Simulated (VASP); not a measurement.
Input:

```
CELL_PARAMETERS angstrom
      2.11912    -1.22367    -0.00383
      2.11912     1.22367    -0.00383
     -1.38005     0.00000     3.30495
ATOMIC_POSITIONS crystal
  C  0.83340 0.83340 0.00017
  C  0.16660 0.16660 0.99983
```

All values below come from LDA (Ceperley-Alder, Perdew-Zunger), VASP's LDA PAW potentials (set 64) (plane waves; VASP). Settings: 520 eV cut-off, Gaussian smearing of 0.050 eV, potentials C.

Give the energies of bands 2 to 5 at the high-symmetry points, in eV from the valence-band maximum.

```csv
band,Γ,C,Y2,M2,D,A,V2
2,-6.52,-12.20,-13.14,-13.23,-11.81,-8.73,-13.24
3,-2.90,-10.57,-6.39,-6.33,-10.38,-2.93,-6.33
4,-2.90,-0.63,-2.69,-1.94,-1.32,-2.92,-1.90
5,4.01,0.68,1.31,2.04,1.24,8.49,2.09
```

The gap is direct, 0.20 eV, from the valence maximum at M2-D at 0.78 to the conduction minimum at M2-D at 0.78.

The structure comes from a computed database's C entry (C2/m); how it stands against other phases isn't given here. It was relaxed first, which changed the volume by -6 %.
